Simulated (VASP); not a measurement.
GaSe (space group R3m): the band gap from VASP (plane waves, PAW) at several levels of theory. Gaps are without spin-orbit coupling. Each level names its cell: its own relaxed one, PBE's, or the starting one. A gap is the smallest over the k-mesh and a band path; hybrids may have named points in place of the path, and GW has the mesh alone. Without a dispersion term in the relaxation, distances and binding between the weakly bound layers, chains or molecules are unreliable, and so is what depends on them. mBJ is a potential without an energy functional, so only the levels count.

| level | band gap (eV) |
|---|---|
| PBEsol (own cell) | 1.06 |
| mBJ (TB09) (PBE cell) | 2.27 |

The cell of the PBEsol (own cell) run:

```yaml
crystal:
  lattice:
    - [1.87236, 1.08101, 8.19192]
    - [-1.87236, 1.08101, 8.19192]
    - [0.00000, -2.16202, 8.19192]
  atoms:
    - { symbol: Ga, position: [0.95043, 0.95043, 0.95043] }
    - { symbol: Ga, position: [0.04924, 0.04924, 0.04924] }
    - { symbol: Se, position: [0.23600, 0.23600, 0.23600] }
    - { symbol: Se, position: [0.43034, 0.43034, 0.43034] }
```

Only levels that ran to the end are used. Left out are those held back, those with too coarse a band path, GW runs whose mesh misses a band edge, hybrids' fits of cells that aren't cubic and levels without matching references; a question may draw on a part of the rest.

The structure comes from a computed database's GaSe entry (R3m); how it stands against other phases isn't given here.
